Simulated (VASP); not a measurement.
An input for Quantum ESPRESSO's pw.x (written as the equivalent of a VASP run, and not itself run):

```
&CONTROL
  calculation = 'vc-relax'
  pseudo_dir = './pseudo'
  outdir = './out'
  tprnfor = .true.
  tstress = .true.
  nstep = 60
  forc_conv_thr = 0.00039
/
&SYSTEM
  ibrav = 0
  nat = 2
  ntyp = 2
  ecutwfc = 80
  occupations = 'smearing'
  smearing = 'methfessel-paxton'
  degauss = 0.00735
  input_dft = 'pz'
/
&ELECTRONS
  conv_thr = 7.3e-08
  electron_maxstep = 100
/
&IONS
/
&CELL
/
ATOMIC_SPECIES
  Mo 95.950 Mo.upf
  Si 28.085 Si.upf
CELL_PARAMETERS angstrom
     3.0053952    0.0000000   -0.0000000
     0.0000000    3.0053952    0.0000000
     0.0000000    0.0000000    3.0053952
ATOMIC_POSITIONS crystal
  Mo   0.0000000  0.0000000  0.0000000
  Si   0.5000000  0.5000000  0.5000000
K_POINTS automatic
  11 11 11 0 0 0
```

**Question.** Write the VASP files for the same calculation (LDA).

**Answer.** Several could match; the one computed here: 
**POSCAR**
```
SiMo
1.0
  3.0053952201   0.0000000000   0.0000000000
  0.0000000000   3.0053952201   0.0000000000
  0.0000000000   0.0000000000   3.0053952201
Mo Si
1 1
Cartesian
  0.0000000000   0.0000000000   0.0000000000
  1.5026976101   1.5026976101   1.5026976101
```

INCAR:
```
! general
SYSTEM  = SiMo
PREC    = Accurate
ENCUT   = 400
LREAL   = .FALSE.
LASPH   = .TRUE.

! electronic loop
EDIFF   = 1E-6
NELM    = 100
ALGO    = Normal
LMAXMIX = 4

! smearing
ISMEAR  = 1
SIGMA   = 0.1

! ions
IBRION  = 2
NSW     = 60
ISIF    = 3
EDIFFG  = -0.01

! output
LWAVE   = .FALSE.
LCHARG  = .FALSE.
```

**KPOINTS**
```
Automatic mesh
0
Gamma
11 11 11
0 0 0
```

POTCAR, in this order: Mo_sv Si (LDA.64 set). Program: vasp_std.

The two are equivalent in intent, not identical: the potentials are each code's own (VASP's PAW set, PseudoDojo norm-conserving files in pw.x), so ENCUT and ecutwfc are chosen apart and not converted; conv_thr bounds pw.x's estimated SCF error, while EDIFF bounds the energy change between steps; forc_conv_thr acts on force components and is met together with etot_conv_thr.

The structure was generated: SiMo was put into the CsCl type (Pm-3m), which need not be its known phase. This run relaxes it. Symmetry was kept, so distortions that lower it aren't found. The start is the result of an earlier pass.
